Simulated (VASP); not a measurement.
An input for Ansatz (written as the equivalent of a VASP run, and not itself run):

Ansatz 0.2 input:
```yaml
crystal:
  lattice:
    - [3.1713999, 0.0000000, 0.0000000]
    - [0.0000000, 4.9446040, 0.0000000]
    - [0.0000000, 0.0000000, 5.2417301]
  atoms:
    - { symbol: Mg, position: [0.0000000, 0.0000000, 0.6689613] }
    - { symbol: Mg, position: [0.0000000, 0.5000000, 0.3272688] }
    - { symbol: Mg, position: [0.5000000, 0.5000000, 0.8349747] }
    - { symbol: Al, position: [0.5000000, 0.0000000, 0.1687953] }
kpoints:
  mp_grid: { grid: [9, 6, 5] }
hamiltonian:
  xc: pbesol
  pseudopotentials: { kind: paw }
scf:
  occupations: { method: methfessel_paxton, width: 0.1 }
  max_iter: 100
relax:
  max_steps: 60
  f_tol: 0.02
  cell: {}
output: { forces: true, stress: true, eigenvalues: true }
```

### Question
Write the VASP files for the same calculation (PBEsol).

### Answer
One answer among several that fit: 
INCAR:
```
SYSTEM=Mg3Al
EDIFFG=-0.02   ! ionic stop
IBRION=2
ENCUT=400
LASPH=.TRUE.   ! aspherical one-centre terms
ALGO=Normal
GGA=PS
EDIFF=1E-6   ! SCF stop (eV)
NSW=60   ! most ionic steps
LWAVE=.FALSE.
LCHARG=.FALSE.
SIGMA=0.1   ! width (eV)
PREC=Accurate
LREAL=.FALSE.   ! projection in real space or not
ISMEAR=1   ! Methfessel-Paxton
ISIF=3   ! ions, shape and volume
NELM=100   ! most electronic steps
```

File POSCAR:
```
Mg3Al
1
    3.1713998761     0.0000000000     0.0000000000
    0.0000000000     4.9446039525     0.0000000000
    0.0000000000     0.0000000000     5.2417300563
Mg Al
3 1
Direct
  0.0000000000   0.0000000000   0.6689612513
  0.0000000000   0.5000000000   0.3272687690
  0.5000000000   0.5000000000   0.8349747011
  0.5000000000   0.0000000000   0.1687952785
```

KPOINTS:
```
Automatic mesh
0
Gamma
9 6 5
0 0 0
```

POTCAR, in this order: Mg Al (PBE.64 set). Program: vasp_std.

The two are equivalent in intent, not identical: each code has its own PAW files, so the cut-off isn't converted (ENCUT is set for VASP's; basis.ecutwfc is left out, and Ansatz then takes the one that its files recommend); Ansatz stops its SCF on the density residual and VASP on the energy change (EDIFF).

The structure comes from a computed database's Mg3Al entry (Pmm2); how it stands against other phases isn't given here. This run relaxes it. Symmetry was kept, so distortions that lower it aren't found. The start is the result of an earlier pass.
